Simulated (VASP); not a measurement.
Input:

```
CELL_PARAMETERS angstrom
      1.58503    -2.74535     0.00000
      1.58503     2.74535     0.00000
      0.00000     0.00000     3.55259
ATOMIC_POSITIONS crystal
  Zr 0.00000 0.00000 0.00000
  B  0.33333 0.66667 0.50000
  B  0.66667 0.33333 0.50000
```

Calculation: PW91 GGA, VASP's PBE PAW potentials (set 64) (plane waves; VASP). Numerical set-up: 520 eV cut-off, Gaussian smearing of 0.050 eV, potentials Zr_sv B.

Question: Give the energies of bands 6 to 12 at the high-symmetry points, in eV from the Fermi level.

Answer: 
| band | Γ | M | K | A | L | H |
|---|---|---|---|---|---|---|
| 6 | -2.75 | -8.66 | -7.92 | -7.07 | -7.16 | -8.88 |
| 7 | -2.75 | -4.07 | -7.02 | -1.12 | -4.73 | -5.09 |
| 8 | -2.73 | -3.21 | -2.63 | -1.12 | -4.25 | -2.81 |
| 9 | -2.54 | -2.81 | -2.63 | 0.21 | -2.14 | -2.81 |
| 10 | 3.19 | 2.04 | 1.38 | 0.21 | 3.46 | 3.82 |
| 11 | 3.19 | 2.10 | 1.38 | 0.60 | 3.94 | 5.75 |
| 12 | 3.91 | 4.73 | 2.99 | 0.60 | 5.08 | 5.75 |

It has no gap at this level: it comes out as a metal or semimetal.

The compound is ZrB2 in the AlB2 type structure. It was relaxed first.
